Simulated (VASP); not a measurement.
Crystal: WSe2.

```
W Se
1.0
     3.29000    0.00000    0.00000
    -1.64500    2.84922    0.00000
     0.00000    0.00000   12.97000
W Se
2 4
Cartesian
  0.0000 1.8995 3.2425
  1.6450 0.9497 9.7275
  0.0000 1.8995 8.0544
  1.6450 0.9497 1.5694
  0.0000 1.8995 11.4006
  1.6450 0.9497 4.9156
```

| Property | Result |
| --- | --- |
| Program | VASP 6.6.1 |
| Task | relaxation of cell and atoms |
| Functional | rev-vdW-DF2 |
| Potentials or basis | VASP PAW PBE potentials, release 64 (W_sv, Se) |
| Cutoff | 600 eV |
| k mesh | 9 × 9 × 2 |
| Occupations | gaussian, width 0.03 eV |
| Spin | no spin polarisation |

At the start: pressure 2.4 GPa; volume 20.26 Å³/atom.

Problem. How do energy, volume and symmetry change on relaxing?

Solution. Over 9 steps the energy falls by 2.7 meV/atom and the volume is 20.63 Å³/atom (+1.8 %); space group P6_3/mmc (No. 194, to 0.05 Å).

The path:
```csv
step,energy change (eV),largest force (eV/Å),pressure (GPa),volume (Å³)
1,0.0000,0.3091,2.39,121.58
2,0.0572,0.6847,-4.63,126.98
3,-0.0156,0.0244,0.01,123.25
4,-0.0157,0.0181,0.04,123.22
5,-0.0157,0.0150,0.05,123.28
6,-0.0159,0.0064,0.01,123.47
7,-0.0160,0.0115,-0.03,123.86
8,-0.0160,0.0054,-0.03,123.74
9,-0.0161,0.0042,0.00,123.75
```

Final structure:
```
W Se
1.0
     3.30347    0.00000    0.00000
    -1.65173    2.86089    0.00000
     0.00000    0.00000   13.09457
W Se
2 4
Direct
  0.33333 0.66667 0.25000
  0.66667 0.33333 0.75000
  0.33333 0.66667 0.62120
  0.66667 0.33333 0.12120
  0.33333 0.66667 0.87880
  0.66667 0.33333 0.37880
```

Caveat: the PAW data sets were made with another functional, which shifts forces and pressure a little.
